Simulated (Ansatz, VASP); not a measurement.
# CdCuCl3 in two plane-wave programs, part 2 of 2

One calculation is typed for both programs; each brings its own data sets and cutoff. How far apart do they land? The cell is invented: As first built, before any earlier steps moved the atoms (in the runner's words): it takes the CsCdCl3 structure with some of its atoms replaced by other elements, volume scaled by an estimate. It may not be a known or stable phase. The cell is taken from a series of VASP runs on this material, whose earlier steps may have relaxed, scaled or displaced it; both programs get it as it stands.

VASP 6.6.1 and Ansatz 0.2.0.

So far. Step 4 (Comparison): The walks stopped with -0.03 GPa left in Ansatz and 0.00 GPa in VASP; each walk ends within a tolerance, so the volume difference is uncertain by about these residues over the bulk modulus, most in soft cells.

### Step 5. VASP: band structure, HSE06

Level of this step: HSE06, no spin polarisation; plane waves and PAW (Cd, Cu, Cl); invented cell (VASP).

The same path points are solved in both programs, so levels can be compared one by one. The cell compared in this pair holds 132.13 Å³, against 133.10 Å³ for the pair before.

The run reads the wave functions of an earlier VASP run, which isn't shown here.

Input file INCAR:

```
SYSTEM = CdCuCl3
PREC = Accurate
ENCUT = 400
EDIFF = 1E-06
NELM = 100
ISMEAR = 0
SIGMA = 0.05
LREAL = .FALSE.
ALGO = Normal
LHFCALC = .TRUE.
AEXX = 0.25
GGA = PE
HFSCREEN = 0.2
LASPH = .TRUE.
NBANDS = 28
PRECFOCK = Fast
LORBIT = 11
LWAVE = .FALSE.
LCHARG = .FALSE.
KPAR = 2
```

Input file POSCAR:

```
CdCuCl3
1.0
    5.0933261940      0.0000000000      0.0000000000
    0.0000000000      5.0933261940      0.0000000000
    0.0000000000      0.0000000000      5.0933261940
Cd Cu Cl
1 1 3
Direct
    0.5000000000      0.5000000000      0.5000000000
    0.0000000000      0.0000000000      0.0000000000
    0.0000000000      0.5000000000      0.5000000000
    0.5000000000      0.0000000000      0.5000000000
    0.5000000000      0.5000000000      0.0000000000
```

Input file KPOINTS:

```
Automatic mesh
0
Gamma
3 3 3
0 0 0
```

Input file KPOINTS_OPT:

```
Line mode
6
Line-mode
Reciprocal
  0.00000000   0.00000000   0.00000000 GAMMA
  0.00000000   0.50000000   0.00000000 X

  0.00000000   0.50000000   0.00000000 X
  0.50000000   0.50000000   0.00000000 M

  0.50000000   0.50000000   0.00000000 M
  0.00000000   0.00000000   0.00000000 GAMMA

  0.00000000   0.00000000   0.00000000 GAMMA
  0.50000000   0.50000000   0.50000000 R

  0.50000000   0.50000000   0.50000000 R
  0.00000000   0.50000000   0.00000000 X

  0.50000000   0.50000000   0.00000000 M
  0.50000000   0.50000000   0.50000000 R
```

Potentials, in the order of the species: Cd, Cu and Cl (PBE family, release 64).

The run is started by

```
mpirun -np 2 vasp_std
```

Numbers of over 12 decimals in the logs are rounded to 6 here.

Output:

```text
[banner, memory and clock lines left out]
running    2 mpi-ranks, on    1 nodes
[...]
LDA part: xc-table for (Slater+PW92), standard interpolation
 found WAVECAR, reading the header
 POSCAR, INCAR and KPOINTS ok, starting setup
[...]
reading WAVECAR
 the WAVECAR file was read successfully
 initial charge from wavefunction
 entering main loop
       N       E                     dE             d eps       ncg     rms          rms(c)
DAV:   1    -0.148710524502E+02   -0.14871E+02   -0.14482E+00   252   0.173E+01    0.232E+00
DAV:   2    -0.148367001134E+02    0.34352E-01   -0.37783E-01   244   0.127E+01    0.121E+00
DAV:   3    -0.148415191980E+02   -0.48191E-02   -0.52712E-02   300   0.203E+00    0.738E-01
DAV:   4    -0.148407794782E+02    0.73972E-03   -0.19666E-03   256   0.141E+00    0.445E-01
[...]
DAV:   8    -0.148406401138E+02    0.47977E-05   -0.80002E-06   280   0.545E-02    0.564E-02
DAV:   9    -0.148406390493E+02    0.10645E-05   -0.46880E-06   248   0.340E-02    0.335E-02
DAV:  10    -0.148406390369E+02    0.12342E-07   -0.17200E-06   192   0.194E-02
   1 F= -.14840639E+02 E0= -.14840639E+02  d E =-.169446E-10
 Start KPOINTS_OPT (optional k-point list driver)
k-point batch [1-4\36]
       N       E                     dE             ncg
DAV:   1     0.827387459180E+03   -0.24944E+03      224
DAV:   2    -0.750237687622E+03   -0.15776E+04      248
DAV:   3    -0.968139188227E+03   -0.21790E+03      264
DAV:   4    -0.982005619146E+03   -0.13866E+02      280
DAV:   5    -0.982379903982E+03   -0.37428E+00      304
DAV:   6    -0.982389882050E+03   -0.99781E-02      276
DAV:   7    -0.982390197911E+03   -0.31586E-03      324
DAV:   8    -0.982390205629E+03   -0.77179E-05      216
DAV:   9    -0.982390205750E+03   -0.12108E-06      168
[...]
k-point batch [33-36\36]
       N       E                     dE             ncg
DAV:   1     0.789269584846E+03   -0.37502E+04      224
DAV:   2    -0.745337705088E+03   -0.15346E+04      232
DAV:   3    -0.958721714180E+03   -0.21338E+03      296
DAV:   4    -0.974313494101E+03   -0.15592E+02      260
DAV:   5    -0.974680482532E+03   -0.36699E+00      320
DAV:   6    -0.974696680923E+03   -0.16198E-01      316
DAV:   7    -0.974697090567E+03   -0.40964E-03      320
DAV:   8    -0.974697097451E+03   -0.68842E-05      248
DAV:   9    -0.974697097632E+03   -0.18122E-06      224
```

Parts of OUTCAR (step 5):

```text
 POSITION                                       TOTAL-FORCE (eV/Angst)
 -----------------------------------------------------------------------------------
      2.54666      2.54666      2.54666         0.000000      0.000000      0.000000
      0.00000      0.00000      0.00000         0.000000      0.000000      0.000000
      0.00000      2.54666      2.54666         0.000000      0.000000      0.000000
      2.54666      0.00000      2.54666         0.000000      0.000000      0.000000
      2.54666      2.54666      0.00000         0.000000      0.000000      0.000000
 -----------------------------------------------------------------------------------
    total drift:                                0.000010     -0.000014     -0.000000

  FREE ENERGIE OF THE ION-ELECTRON SYSTEM (eV)
  ---------------------------------------------------
  free  energy   TOTEN  =       -14.8406390369 eV

  energy  without entropy=      -14.8406390369  energy(sigma->0) =      -14.84063904

[... 3 further parts left out ...]
[key lines of the parts left out:]
E-fermi :  -1.0366
```

Spin-orbit coupling is off here; it would split degenerate levels.

### Step 6. Ansatz: band structure, HSE06

The same cell, functional, mesh and smearing now go to Ansatz, which takes its cutoff from its data sets.

The cell is taken from a series of VASP runs on this material, whose earlier steps may have relaxed, scaled or displaced it; both programs get it as it stands.

Input file input.yaml:

```yaml
crystal:
  lattice:
    - [5.093326194, 0.0, 0.0]
    - [0.0, 5.093326194, 0.0]
    - [0.0, 0.0, 5.093326194]
  atoms:
    - { symbol: Cd, position: [0.5, 0.5, 0.5] }
    - { symbol: Cu, position: [0.0, 0.0, 0.0] }
    - { symbol: Cl, position: [0.0, 0.5, 0.5] }
    - { symbol: Cl, position: [0.5, 0.0, 0.5] }
    - { symbol: Cl, position: [0.5, 0.5, 0.0] }
hamiltonian:
  xc: { exchange: pbe, correlation: pbe, exx: { coeff: 0.25, omega: 0.2 } }
  pseudopotentials: { kind: paw }
kpoints:
  mp_grid: { grid: [3, 3, 3] }
  band_path:
    path:
      - [0.0, 0.0, 0.0]
      - [0.0, 0.3, 0.0]
      - [0.0, 0.5, 0.0]
      - [0.3, 0.5, 0.0]
      - [0.5, 0.5, 0.0]
      - [0.2, 0.2, 0.0]
      - [0.1, 0.1, 0.1]
      - [0.4, 0.4, 0.4]
      - [0.5, 0.5, 0.5]
      - [0.4, 0.5, 0.4]
      - [0.1, 0.5, 0.1]
      - [0.5, 0.5, 0.1]
      - [0.5, 0.5, 0.5]
    npoints: 1
scf:
  occupations: { method: gaussian, width: 0.05 }
  n_extra_bands: 8
output:
  forces: true
  stress: true
  eigenvalues: true
```

The run is started by

```
ansatz run input.yaml --threads 4 --pin off --max-ram 9216MiB --backend cpu --events-out ev --progress --plain --runs-dir out
```

Output:

```text
[...]
P = ⅓ Tr σ = 0.9810 GPa (9.810 kbar)
--- Band table (eV) ---
  k-point 0: bands = [... 26 lower, 1.4224, 1.5552, 1.5552, 1.5552, 4.9558, 6.0101, 11.9543, 11.9543, ... 4 higher]
  k-point 1: bands = [... 26 lower, 1.4294, 1.6812, 1.7466, 1.7466, 5.9051, 7.8762, 9.6259, 11.1876, ... 4 higher]
  k-point 2: bands = [... 26 lower, 1.6859, 1.7039, 1.8491, 2.1260, 6.2452, 9.0200, 9.9396, 10.4304, ... 4 higher]
  k-point 3: bands = [... 26 lower, 1.7034, 1.9102, 2.1398, 2.1398, 5.8953, 9.4374, 10.1690, 11.0145, ... 4 higher]
[key lines of the parts left out:]
Free energy (F): -18125.032012 eV
Fermi energy:    3.549064 eV
```

Run time: 53 s. Hardware: 4 threads of Arm Neoverse V2, shared host; peak memory 1.2 GiB.

### Step 7. Comparison

What differs besides the data sets and the points named for the pairs above, as far as they apply: exact exchange at q = 0 is treated differently, which shows on coarse meshes; the cutoff is 420 eV in Ansatz and 400 eV in VASP; VASP takes a coarser grid for exact exchange (PRECFOCK = Fast). Total energies have different zeros and are not compared.

The two programs side by side:

```
                     quantity  Ansatz   VASP  difference
gap over the path points (eV)   2.362  2.318      +0.043
```

Levels at points of the path, from each program's valence-band top (eV; 4 filled, then empty):

```csv
k (reciprocal lattice),Ansatz,VASP
0.000 0.000 0.000,-1.17 -1.04 -1.04 -1.04 2.36 3.42 9.36,-1.10 -1.03 -1.03 -1.03 2.32 3.39 9.37
0.000 0.300 0.000,-1.17 -0.93 -0.87 -0.87 3.18 4.99 7.25,-1.10 -0.88 -0.83 -0.83 3.13 4.97 7.22
0.000 0.500 0.000,-1.16 -0.88 -0.80 -0.80 3.72 6.24 6.46,-1.09 -0.83 -0.76 -0.76 3.67 6.22 6.44
0.300 0.500 0.000,-0.94 -0.84 -0.62 -0.46 3.75 7.04 7.24,-0.89 -0.79 -0.62 -0.46 3.71 7.03 7.23
0.500 0.500 0.000,-0.85 -0.85 -0.43 -0.01 3.77 7.61 7.61,-0.81 -0.81 -0.43 -0.01 3.72 7.58 7.58
0.200 0.200 0.000,-0.99 -0.98 -0.94 -0.82 3.09 4.76 7.80,-0.95 -0.93 -0.89 -0.82 3.04 4.74 7.77
0.100 0.100 0.100,-1.08 -1.08 -0.94 -0.94 2.69 3.97 8.50,-1.04 -1.04 -0.92 -0.92 2.64 3.95 8.47
0.400 0.400 0.400,-0.61 -0.56 -0.26 -0.26 3.01 7.42 8.27,-0.61 -0.57 -0.26 -0.26 2.96 7.42 8.27
0.500 0.500 0.500,-0.48 -0.48 0.00 0.00 2.79 7.86 7.86,-0.49 -0.49 0.00 0.00 2.74 7.87 7.87
0.400 0.500 0.400,-0.53 -0.52 -0.27 -0.11 2.94 7.67 7.89,-0.53 -0.53 -0.27 -0.11 2.89 7.67 7.89
```

Among the levels compared at these points, filled levels agree within 70 meV and empty ones within 48 meV.

### Step 8. What came out

* difference in volume (relaxation of cell and atoms, r2SCAN): 0.39 %
* difference in gap over the path points (band structure, HSE06): 0.043 eV

The difference in gap over the path points is 0.043 eV (band structure, HSE06), within the 0.08 eV picked in this series as the mark of a large difference. How closely two codes agree says nothing of how well the functional describes the real material.

[Lines on the potential files, build, host, timing and source positions are cut from VASP's logs without a mark.]

[Logs are printed without paths, hosts, clocks, repeated set-up lines and the standing remarks that a program may print on its own settings, such as how far it seeks lower states.]

[Hosts, paths, dates, database ids (printed as entryN), source tags and the programs' standing remarks are cut or masked in the printed files.]
